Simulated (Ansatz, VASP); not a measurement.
# Si3Ge9H14 (H-capped Ge nanowire along [112] with a Si core): VASP beside Ansatz

Wanted: the spread between two codes on one cell, functional and k mesh. The cell is taken from a series of runs on this material, whose earlier steps may have relaxed, scaled, displaced or heated it; both programs get it as it stands.

Calculated with Ansatz 0.2.0; plane waves, with VASP 6.6.1 beside it; single point at PBE.

## Step 1: Starting point

The cell holds 78 atoms: 9 Si, 27 Ge and 42 H. Cell: a = 16.499 Å, b = 17.143 Å, c = 20.789 Å, α = 90.0°, β = 90.0°, γ = 90.0°. It derives from Ge (diamond-structure). As first built, before any earlier steps moved the atoms (in the runner's words): round section of size parameter 3.53 A cut from diamond-structure Ge (a = 5.658 A) along [112], 3 periods, broken bonds capped with H, Si core of radius 1.94 A. Vacuum lies along a and b. The structure's axis is c.

## Step 2: VASP: single point, PBE

A single point gives forces, pressure and levels at one fixed geometry, so differences don't come from the geometry; what else differs is listed under the comparison.

Lines of VASP's logs that name or quote its potential files are left out, and so is its time.

Contents of INCAR:

```
SYSTEM = Si3Ge9H14
PREC = Accurate
ENCUT = 410
EDIFF = 1E-06
NELM = 120
ISMEAR = 0
SIGMA = 0.01
LREAL = Auto
ALGO = Normal
GGA = PE
NBANDS = 288
LORBIT = 11
LWAVE = .FALSE.
LCHARG = .FALSE.
ISIF = 2
LASPH = .TRUE.
GGA_COMPAT = .FALSE.
EFERMI = MIDGAP
NCORE = 2
```

Contents of POSCAR:

```
Si3Ge9H14
1.0
   16.4992900000      0.0000000000      0.0000000000
    0.0000000000     17.1433100000      0.0000000000
    0.0000000000      0.0000000000     20.7888200000
Si Ge H
9 27 42
Direct
    0.5005100000      0.5721200000      0.0529600000
    0.4984900000      0.3815500000      0.2787700000
    0.5003300000      0.4291700000      0.0542700000
    0.5019500000      0.5714600000      0.3888700000
    0.5000500000      0.3823100000      0.6110700000
    0.4997300000      0.4285900000      0.3890700000
    0.4997500000      0.5712700000      0.7227300000
    0.4976500000      0.3805400000      0.9430100000
    0.4986300000      0.4289400000      0.7224500000
    0.4975600000      0.6205700000      0.1664500000
    0.3785800000      0.3832200000      0.1109100000
    0.3777800000      0.4289000000      0.2224200000
    0.3797600000      0.5709700000      0.2218000000
    0.3790200000      0.6189500000      0.0013000000
    0.5007800000      0.6194600000      0.4999500000
    0.3789600000      0.3820500000      0.4448800000
    0.3760100000      0.4291100000      0.5544200000
    0.3773800000      0.5713800000      0.5543900000
    0.3785100000      0.6208300000      0.3335200000
    0.5002000000      0.6180600000      0.8329400000
    0.3745000000      0.3794000000      0.7777300000
    0.3786900000      0.4264000000      0.8863600000
    0.3771900000      0.5716500000      0.8913600000
    0.3783000000      0.6190300000      0.6642500000
    0.6214500000      0.3807100000      0.1108800000
    0.6205100000      0.4281700000      0.2215700000
    0.6231700000      0.5710100000      0.2218800000
    0.6197800000      0.6194500000      0.9987600000
    0.6190200000      0.3817800000      0.4442100000
    0.6202800000      0.4276700000      0.5548600000
    0.6208100000      0.5691300000      0.5550500000
    0.6207600000      0.6194400000      0.3342300000
    0.6208900000      0.3813600000      0.7783700000
    0.6218700000      0.4272600000      0.8900700000
    0.6202900000      0.5722400000      0.8899300000
    0.6190200000      0.6193700000      0.6657200000
    0.4991000000      0.7080500000      0.1652200000
    0.3033800000      0.4110300000      0.0776200000
    0.3786800000      0.2916600000      0.1094300000
    0.3027400000      0.3987300000      0.2545300000
    0.3036800000      0.6010400000      0.1868900000
    0.3796400000      0.7075000000      0.0002500000
    0.3018100000      0.5900000000      0.0344000000
    0.4984200000      0.2943100000      0.2783800000
    0.5003200000      0.7081600000      0.5000300000
    0.3031900000      0.4094500000      0.4100000000
    0.3777800000      0.2918900000      0.4437700000
    0.3021700000      0.4001100000      0.5904700000
    0.3038700000      0.6033000000      0.5205600000
    0.3798600000      0.7097700000      0.3330600000
    0.3023600000      0.5891200000      0.3691500000
    0.5013400000      0.2931100000      0.6099000000
    0.5000100000      0.7098300000      0.8348300000
    0.3024900000      0.4113100000      0.7432100000
    0.3784300000      0.2914800000      0.7766900000
    0.3032900000      0.3986500000      0.9241100000
    0.3024500000      0.6020900000      0.8531700000
    0.3787200000      0.7066600000      0.6680800000
    0.3038400000      0.5892900000      0.7013800000
    0.5010600000      0.2938700000      0.9428600000
    0.6235800000      0.2909900000      0.1114300000
    0.6973900000      0.4112500000      0.0750500000
    0.6955000000      0.3988400000      0.2572000000
    0.6971000000      0.6007300000      0.1889200000
    0.6204300000      0.7080000000      0.9972200000
    0.6967300000      0.5891700000      0.0350600000
    0.6957600000      0.4098600000      0.4106700000
    0.6204800000      0.2928600000      0.4454000000
    0.6980000000      0.3999100000      0.5915300000
    0.6984700000      0.6009700000      0.5217400000
    0.6993300000      0.5883300000      0.3682400000
    0.6205600000      0.7083500000      0.3322500000
    0.6962200000      0.4118000000      0.7442100000
    0.6205300000      0.2929300000      0.7772500000
    0.6958100000      0.3981600000      0.9233800000
    0.6978800000      0.6029300000      0.8539000000
    0.6962700000      0.5877600000      0.7019500000
    0.6227700000      0.7100600000      0.6668000000
```

Contents of KPOINTS:

```
Automatic mesh
0
Gamma
1 1 1
0 0 0
```

PAW data sets: Si, Ge_d and H (PBE family, release 64).

Started as:

```console
$ mpirun -np 8 vasp_gam
```

Numbers of over 12 decimals in the logs are rounded to 6 here.

Output:

```text
[banner, memory and clock lines left out]
running    8 mpi-ranks, on    1 nodes
[...]
LDA part: xc-table for (Slater+PW92), standard interpolation
 POSCAR, INCAR and KPOINTS ok, starting setup
[...]
entering main loop
       N       E                     dE             d eps       ncg     rms          rms(c)
DAV:   1     0.384114524907E+04    0.38411E+04   -0.19936E+05   632   0.154E+03
DAV:   2     0.325311836001E+03   -0.35158E+04   -0.34169E+04   784   0.332E+02
DAV:   3    -0.273686687569E+03   -0.59900E+03   -0.59364E+03   784   0.174E+02
DAV:   4    -0.314903588923E+03   -0.41217E+02   -0.40907E+02   664   0.526E+01
[...]
DAV:  28    -0.303575392379E+03   -0.22337E-05   -0.84103E-08   456   0.182E-03    0.157E-04
DAV:  29    -0.303575393846E+03   -0.14668E-05   -0.49659E-08   416   0.134E-03    0.822E-05
DAV:  30    -0.303575394672E+03   -0.82597E-06   -0.22354E-08   424   0.888E-04
   1 F= -.30357539E+03 E0= -.30357539E+03  d E =0.000000E+00
```

OUTCAR, selected parts (step 2):

```text
  FREE ENERGIE OF THE ION-ELECTRON SYSTEM (eV)
  ---------------------------------------------------
  free  energy   TOTEN  =      -303.5753946722 eV

  energy  without entropy=     -303.5753946722  energy(sigma->0) =     -303.57539467

[... 1 further part left out ...]
```

## Step 3: Ansatz: single point, PBE

Ansatz runs on its default PAW (the set named soft_2) files.

The same cell, functional and mesh now go to Ansatz, which takes its cutoff from its data sets.

Contents of input.yaml:

```yaml
crystal:
  lattice:
    - [16.49929, 0.0, 0.0]
    - [0.0, 17.14331, 0.0]
    - [0.0, 0.0, 20.78882]
  atoms:
    - { symbol: Si, position: [0.50051, 0.57212, 0.05296] }
    - { symbol: Ge, position: [0.49756, 0.62057, 0.16645] }
    - { symbol: Ge, position: [0.37858, 0.38322, 0.11091] }
    - { symbol: Ge, position: [0.37778, 0.4289, 0.22242] }
    - { symbol: Ge, position: [0.37976, 0.57097, 0.2218] }
    - { symbol: Ge, position: [0.37902, 0.61895, 0.0013] }
    - { symbol: Si, position: [0.49849, 0.38155, 0.27877] }
    - { symbol: Si, position: [0.50033, 0.42917, 0.05427] }
    - { symbol: Si, position: [0.50195, 0.57146, 0.38887] }
    - { symbol: Ge, position: [0.50078, 0.61946, 0.49995] }
    - { symbol: Ge, position: [0.37896, 0.38205, 0.44488] }
    - { symbol: Ge, position: [0.37601, 0.42911, 0.55442] }
    - { symbol: Ge, position: [0.37738, 0.57138, 0.55439] }
    - { symbol: Ge, position: [0.37851, 0.62083, 0.33352] }
    - { symbol: Si, position: [0.50005, 0.38231, 0.61107] }
    - { symbol: Si, position: [0.49973, 0.42859, 0.38907] }
    - { symbol: Si, position: [0.49975, 0.57127, 0.72273] }
    - { symbol: Ge, position: [0.5002, 0.61806, 0.83294] }
    - { symbol: Ge, position: [0.3745, 0.3794, 0.77773] }
    - { symbol: Ge, position: [0.37869, 0.4264, 0.88636] }
    - { symbol: Ge, position: [0.37719, 0.57165, 0.89136] }
    - { symbol: Ge, position: [0.3783, 0.61903, 0.66425] }
    - { symbol: Si, position: [0.49765, 0.38054, 0.94301] }
    - { symbol: Si, position: [0.49863, 0.42894, 0.72245] }
    - { symbol: Ge, position: [0.62145, 0.38071, 0.11088] }
    - { symbol: Ge, position: [0.62051, 0.42817, 0.22157] }
    - { symbol: Ge, position: [0.62317, 0.57101, 0.22188] }
    - { symbol: Ge, position: [0.61978, 0.61945, 0.99876] }
    - { symbol: Ge, position: [0.61902, 0.38178, 0.44421] }
    - { symbol: Ge, position: [0.62028, 0.42767, 0.55486] }
    - { symbol: Ge, position: [0.62081, 0.56913, 0.55505] }
    - { symbol: Ge, position: [0.62076, 0.61944, 0.33423] }
    - { symbol: Ge, position: [0.62089, 0.38136, 0.77837] }
    - { symbol: Ge, position: [0.62187, 0.42726, 0.89007] }
    - { symbol: Ge, position: [0.62029, 0.57224, 0.88993] }
    - { symbol: Ge, position: [0.61902, 0.61937, 0.66572] }
    - { symbol: H, position: [0.4991, 0.70805, 0.16522] }
    - { symbol: H, position: [0.30338, 0.41103, 0.07762] }
    - { symbol: H, position: [0.37868, 0.29166, 0.10943] }
    - { symbol: H, position: [0.30274, 0.39873, 0.25453] }
    - { symbol: H, position: [0.30368, 0.60104, 0.18689] }
    - { symbol: H, position: [0.37964, 0.7075, 0.00025] }
    - { symbol: H, position: [0.30181, 0.59, 0.0344] }
    - { symbol: H, position: [0.49842, 0.29431, 0.27838] }
    - { symbol: H, position: [0.50032, 0.70816, 0.50003] }
    - { symbol: H, position: [0.30319, 0.40945, 0.41] }
    - { symbol: H, position: [0.37778, 0.29189, 0.44377] }
    - { symbol: H, position: [0.30217, 0.40011, 0.59047] }
    - { symbol: H, position: [0.30387, 0.6033, 0.52056] }
    - { symbol: H, position: [0.37986, 0.70977, 0.33306] }
    - { symbol: H, position: [0.30236, 0.58912, 0.36915] }
    - { symbol: H, position: [0.50134, 0.29311, 0.6099] }
    - { symbol: H, position: [0.50001, 0.70983, 0.83483] }
    - { symbol: H, position: [0.30249, 0.41131, 0.74321] }
    - { symbol: H, position: [0.37843, 0.29148, 0.77669] }
    - { symbol: H, position: [0.30329, 0.39865, 0.92411] }
    - { symbol: H, position: [0.30245, 0.60209, 0.85317] }
    - { symbol: H, position: [0.37872, 0.70666, 0.66808] }
    - { symbol: H, position: [0.30384, 0.58929, 0.70138] }
    - { symbol: H, position: [0.50106, 0.29387, 0.94286] }
    - { symbol: H, position: [0.62358, 0.29099, 0.11143] }
    - { symbol: H, position: [0.69739, 0.41125, 0.07505] }
    - { symbol: H, position: [0.6955, 0.39884, 0.2572] }
    - { symbol: H, position: [0.6971, 0.60073, 0.18892] }
    - { symbol: H, position: [0.62043, 0.708, 0.99722] }
    - { symbol: H, position: [0.69673, 0.58917, 0.03506] }
    - { symbol: H, position: [0.69576, 0.40986, 0.41067] }
    - { symbol: H, position: [0.62048, 0.29286, 0.4454] }
    - { symbol: H, position: [0.698, 0.39991, 0.59153] }
    - { symbol: H, position: [0.69847, 0.60097, 0.52174] }
    - { symbol: H, position: [0.69933, 0.58833, 0.36824] }
    - { symbol: H, position: [0.62056, 0.70835, 0.33225] }
    - { symbol: H, position: [0.69622, 0.4118, 0.74421] }
    - { symbol: H, position: [0.62053, 0.29293, 0.77725] }
    - { symbol: H, position: [0.69581, 0.39816, 0.92338] }
    - { symbol: H, position: [0.69788, 0.60293, 0.8539] }
    - { symbol: H, position: [0.69627, 0.58776, 0.70195] }
    - { symbol: H, position: [0.62277, 0.71006, 0.6668] }
kpoints:
  mp_grid: { grid: [1, 1, 1] }
hamiltonian:
  xc: pbe
scf:
  occupations: { method: fixed }
output:
  forces: true
  populations: true
  dos:
    method: { smearing: { sigma: 0.08 } }
    de: 0.1
    projected:
      site_lists:
        Ge: [Ge]
        H: [H]
        Si: [Si]
        wire: [0, 1, 2, 3, 4, 5, 6, 7, 8, 9, 10, 11, 12, 13, 14, 15, 16, 17, 18, 19, 20, 21, 22, 23, 24, 25, 26, 27, 28, 29, 30, 31, 32, 33, 34, 35]
        hydrogen: [36, 37, 38, 39, 40, 41, 42, 43, 44, 45, 46, 47, 48, 49, 50, 51, 52, 53, 54, 55, 56, 57, 58, 59, 60, 61, 62, 63, 64, 65, 66, 67, 68, 69, 70, 71, 72, 73, 74, 75, 76, 77]
  eigenvalues: true
```

Started as:

```console
$ ansatz run input.yaml --threads 32 --pin off --max-ram 143360MiB --backend cuda --events-out ev --progress --plain --runs-dir out
```

Output:

```text
Engine: ansatz 0.2.0, aarch64-unknown-linux-gnu
Pseudopotentials: kind: paw
Pseudopotential: Si, paw, valence charge 4, recommended cutoff 420 eV (normal), Si.paw.azcp
Pseudopotential: Ge, paw, valence charge 14, recommended cutoff 420 eV (normal), Ge.paw.azcp
Pseudopotential: H, paw, valence charge 1, recommended cutoff 420 eV (normal), H.paw.azcp
Functional definition: PBE
  parameter kappa = 0.804
  parameter beta = 0.066725
  exchange = pbe_x(kappa = kappa, mu = beta*pi^2/3)
  correlation = pbe_c(beta = beta)
device memory: the entry about to start is reckoned to put 7.8 GiB on a device that reports 182.5 GiB free
GPU FFT provider: cuFFT
GPU libraries: cuBLAS 13.8.1, cuFFT 12.4.0, cuSOLVER 12.3.2
GPU matrix products: emulated (plane waves: as basis.precision tells), large ones in fixed point in workspaces of 1.00 GiB
Crystal: 78 atoms, lattice volume = 5880.169 Å³
Basis set: ecut = 420 eV, 114891 PW (Γ), exchange–correlation on 240×240×288 points (8 copies of the dense FFT grid, shifted against one another)
Bands: 306, of which v1, the nominal top of the filled ones, is band 228 counted from 1 (227 counted from 0)
Symmetry: 1 space group operations
Space group: P1 (ITA 1), of the structure as read, at distance tolerance 1.8e-4 Å
k-points: 1
Non-local potential: Si, projectors of the file, l = 0: 2, l = 1: 2, l = 2: 2
Non-local potential: Ge, projectors of the file, l = 0: 2, l = 1: 2, l = 2: 3, l = 3: 1
Non-local potential: H, projectors of the file, l = 0: 2, l = 1: 1
PAW form: soft (Blöchl's): semilocal exchange-correlation on the pseudo side does not see the compensation charge
PAW one-centre angular grid: Si, 110 points (default); XC on 64 Gauss nodes
PAW one-centre angular grid: Ge, 590 points (default); XC on 64 Gauss nodes
PAW one-centre angular grid: H, 110 points (default); XC on 64 Gauss nodes
Initial density: superposition of atomic densities (neutral atoms: chi_scale 0, normalization atom), corrected by the library's trained network
Initial wavefunctions: pseudopotential atomic-orbital guess
GPU buffer pool allocated for 2073600 grid points (all kernels)
GPU transforms: local potential and band sums: pruned to the plane-wave sphere, on 120×120×144
Functional: x = pbe(κ = 0.804, μ = 0.219515), c = pbe(β = 0.066725)
SCF iter   1: F=—  HF=-122343.946974 eV  |F-HF|=—  |Δ(HF+E_count)|=         —  Δρ=9.51e-4  dr2=7.37e-2  ethr=1.77e-3  ⟨swp⟩=5.0  Hψ=992  notcnv=0  defer=69
preconditioner: auto → Resta (q_TF=auto, 1.782 Å⁻¹)  ε∞=1.5  [insulator: Δε(μ)=3.204 eV  Ē_g=9.081 eV  n_scr=558 (ndim 8)  ℏωp=6.6 eV  f_vac=0.751  ε∞_Penn≈1.5  vacuum switching on, ρ_ref=6.0e-3 e/Å³]
SCF iter   2: F=—  HF=-122343.969856 eV  |F-HF|=—  |Δ(HF+E_count)|=   2.29e-2  Δρ=3.99e-4  dr2=1.46e-2  ethr=1.62e-5  ⟨swp⟩=3.0  Hψ=535  notcnv=0  defer=76
SCF iter   3: F=—  HF=-122343.984905 eV  |F-HF|=—  |Δ(HF+E_count)|=   1.50e-2  Δρ=1.81e-4  dr2=5.44e-3  ethr=3.20e-6  ⟨swp⟩=4.0  Hψ=449  notcnv=0  defer=76
SCF iter   4: F=—  HF=-122343.985439 eV  |F-HF|=—  |Δ(HF+E_count)|=   5.34e-4  Δρ=5.72e-5  dr2=3.19e-4  ethr=1.19e-6  ⟨swp⟩=3.0  Hψ=343  notcnv=0  defer=76
SCF iter   5: F=—  HF=-122343.985596 eV  |F-HF|=—  |Δ(HF+E_count)|=   1.57e-4  Δρ=2.27e-5  dr2=9.37e-5  ethr=6.99e-8  ⟨swp⟩=2.0  Hψ=465  notcnv=0  defer=76
SCF iter   6: F=—  HF=-122343.986709 eV  |F-HF|=—  |Δ(HF+E_count)|=   1.11e-3  Δρ=7.74e-6  dr2=4.97e-6  ethr=2.05e-8  ⟨swp⟩=3.0  Hψ=534  notcnv=0  defer=69
SCF iter   7: F=—  HF=-122343.986727 eV  |F-HF|=—  |Δ(HF+E_count)|=   1.76e-5  Δρ=3.28e-6  dr2=1.24e-6  ethr=1.09e-9  ⟨swp⟩=2.0  Hψ=330  notcnv=0  defer=69
SCF iter   8: F=-122343.986731 eV  HF=-122343.986731 eV  |F-HF|=5.25e-7  |Δ(HF+E_count)|=   4.03e-6  Δρ=1.04e-6  dr2=9.25e-8  ethr=2.19e-11  ⟨swp⟩=20.0  Hψ=2426  notcnv=0
SCF 1 converged in 8 iterations: F = -122343.986731 eV  dr2 = 9.25e-8
  greatest PAW one-centre occupation: 0.998 electrons in one spin orbital (limit 2), on the Ge atom at site 18 (counted from 0), in its partial waves of l = 2
SCF converged after 8 iterations
Free energy (F): -122343.986731 eV
Harris-Foulkes:  -122343.986731 eV  (|F-HF|=5.25e-7)
Internal energy: -122343.986731 eV  (E = F + TS)
E sigma→0 (E₀):  -122343.986731 eV
Fermi energy:    -3.693524 eV
--- Per-component energies (eV) ---
  E_band       = -8729.175140
  E_kinetic    = 3902.119110
  E_local      = -225347.945062  (includes V_loc(G=0)·N_el)
  E_nonlocal   = 11626.929983
  E_hartree    = 106131.856738
  E_xc         = -2886.233896
  E_vxc        = -2614.119187  (∫ρ·V_xc dr)
  E_paw        = -59206.260088  (= ΣΔE_a)
  E_vpaw       = -8559.885654  (= ΣTr[D̂ρ^β])
  E_aug_tail   = -0.044806  (compensation charges beyond the density's cutoff)
  E_ewald      = 43435.591290
  E_smearing   = -0.000000  (= −TS)
  E_closure    = 0.000000  (closes the sum)
  Σ components = -122343.986731   (vs F -122343.986731, Δ=0.00e0)
--- Forces (eV/Å), atoms counted from 1 ---
[... 78 lines of forces left out ...]
  max |Σ_I F_I| component: 1.16e-4 eV/Å
--- Band table (eV) ---
--- Löwdin populations: 78 sites ---
  site symbol       q [e]
[... 78 lines, one an atom, left out ...]
  spilling = 0.005479 (of n_electrons = 456.000000)
```

The column dr2 measures how far the density is from self-consistency, as an energy; F and HF (Harris–Foulkes) agree once it is small.

## Step 4: Differences

Known differences besides the potentials themselves: fixed occupations in Ansatz, narrow Gaussian smearing in VASP; the cutoff is 420 eV in Ansatz and 410 eV in VASP (PREC = Accurate, projectors in real space). Total energies have different zeros and are not compared.

Both answers:

```tsv
quantity	Ansatz	VASP	difference
gap on the k mesh (eV)	3.194	3.197	-0.004
```

Forces on 10 of the 78 atoms, those with the largest forces and the largest differences (eV/Å; atoms numbered as in POSCAR):

```tsv
atom	Ansatz x, y, z	VASP x, y, z
Ge10	0.766, -1.294, -0.603	0.764, -1.267, -0.603
Ge11	1.083, -0.447, 0.165	1.062, -0.455, 0.149
Ge17	1.120, 0.005, 0.219	1.099, -0.003, 0.228
Ge21	1.451, 0.520, -0.199	1.430, 0.506, -0.210
Ge24	0.615, -0.824, 0.532	0.598, -0.805, 0.546
Ge27	-1.348, -0.099, 0.593	-1.321, -0.089, 0.577
Ge34	-1.344, 0.496, -0.470	-1.321, 0.484, -0.457
H54	-0.756, 0.179, -0.421	-0.730, 0.167, -0.404
H64	0.863, 0.340, -0.528	0.835, 0.329, -0.513
H75	0.841, -0.354, 0.536	0.813, -0.343, 0.521
```

The forces differ by 13 meV/Å r.m.s., which is 3.5 % of the r.m.s. force of 0.386 eV/Å (both taken over all components). A gap on the mesh is an upper bound, since the band edges may lie between its points. With vacuum in the cell, a pressure given here is an average over mostly empty space and none of the material.

## Step 5: What came out

```json
{"r.m.s. force difference (single point, PBE)": "3.5 % of the r.m.s. force"}
```

**Reading.** The r.m.s. force difference is 3.5 % of the r.m.s. force (single point, PBE), beyond the 3 % picked in this series as the mark of a large difference. What causes the difference of the single point, PBE pair stays open here. How closely two codes agree says nothing of how well the functional describes the real material.

[Lines on the potential files, build, host, timing and source positions are cut from VASP's logs without a mark.]

[Logs are printed without paths, hosts, clocks, repeated set-up lines and the standing remarks that a program may print on its own settings, such as how far it seeks lower states.]

[Hosts, paths, dates, database ids (printed as entryN), source tags and the programs' standing remarks are cut or masked in the printed files.]
